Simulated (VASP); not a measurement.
```
BN
1.0
    0.00000     1.80795     1.80795
    1.80795     0.00000     1.80795
    1.80795     1.80795     0.00000
B N
1 1
Direct
  0.00000   0.00000   0.00000
  0.25000   0.25000   0.25000
```

Calculation: PBE GGA with D3 dispersion (zero damping), VASP's PBE PAW potentials (set 64) (plane waves; VASP). Run with 520 eV cut-off, Gaussian smearing of 0.050 eV, potentials B N.

Q: What does the run give for the band gap (along the path) with the smallest direct gap where there is one?

A: 
| Quantity | Value |
|---|---|
| band gap (along the path) | 4.46 eV |
| smallest direct gap (along the path) | 8.82 eV |

The absolute energy has meaning only against runs of the same code, potentials and settings.

The compound is BN in the zinc blende structure. It was relaxed first.
